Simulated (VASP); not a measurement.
Set up this calculation in VASP 6.6.1, as the native input.

* Task: optical spectrum
* Functional: PBE
* Potentials or basis: VASP PAW PBE potentials, release 64 (Hf_pv, Pd, Se, Br, O)
* Cutoff: 520 eV
* k mesh: 8 × 8 × 2
* Occupations: fermi-dirac, width 0.05 eV
* Spin: no spin polarisation
* Further INCAR settings: ALGO = Normal; EDIFF = 1e-06; NBANDS = 66

The structure of Hf2Pd2Se2Br2O3 lies in POSCAR:

```
Hf2Pd2Se2Br2O3
1.0
    7.6772200000     -1.7097100000      0.0000000000
    7.6772200000      1.7097100000      0.0000000000
   -3.9994100000      0.0000000000     12.5875400000
Hf Pd Se Br O
2 2 2 2 3
Direct
    0.0548600000      0.0548600000      0.9385600000
    0.3937200000      0.3937200000      0.7169100000
    0.8208000000      0.8208000000      0.4903600000
    0.6771400000      0.6771400000      0.2569300000
    0.0776800000      0.0776800000      0.1543500000
    0.2100900000      0.2100900000      0.4120000000
    0.4135500000      0.4135500000      0.9548000000
    0.7539600000      0.7539600000      0.7134900000
    0.4029900000      0.4029900000      0.5787300000
    0.6144600000      0.6144600000      0.9269800000
    0.9690600000      0.9690600000      0.7783100000
```

The cell was built by a generator and needn't be a form met in nature.

These files were run (other wordings do the same):

INCAR

```
PREC = Accurate
ENCUT = 520
EDIFF = 1E-6
ISMEAR = -1
SIGMA = 0.05
LREAL = F
LASPH = T
NELM = 60
ALGO = Normal
ISIF = 2
LWAVE = F
LCHARG = F
GGA = PE
LOPTICS = T
NBANDS = 66
NEDOS = 2000
CSHIFT = 0.1
KPAR = 4
```

KPOINTS

```
regular mesh
0
Gamma
  8 8 2
```

Potentials or basis: VASP PAW PBE potentials, release 64 (Hf_pv, Pd, Se, Br, O).

The run is started by

```bash
$ cat potpaw_PBE.64/Hf_pv/POTCAR potpaw_PBE.64/Pd/POTCAR potpaw_PBE.64/Se/POTCAR potpaw_PBE.64/Br/POTCAR potpaw_PBE.64/O/POTCAR > POTCAR
$ mpirun -np 4 vasp_std > vasp.out
```

It gave:

- Pressure: -0.4 GPa
- Largest force: 0.143 eV/Å
- Band gap on the k mesh: 0.83 eV, indirect (least direct gap 0.87 eV)

Caveat: spectra need much finer meshes, so this one isn't converged; independent-particle spectra lack excitons; spin-orbit coupling is left out, which moves the levels of the heavy elements.

It took 12 min on 4 MPI ranks on AMD EPYC 7R43 64-Core Processor (Zen 3), on a shared host, peak memory 2.1 GiB a rank.
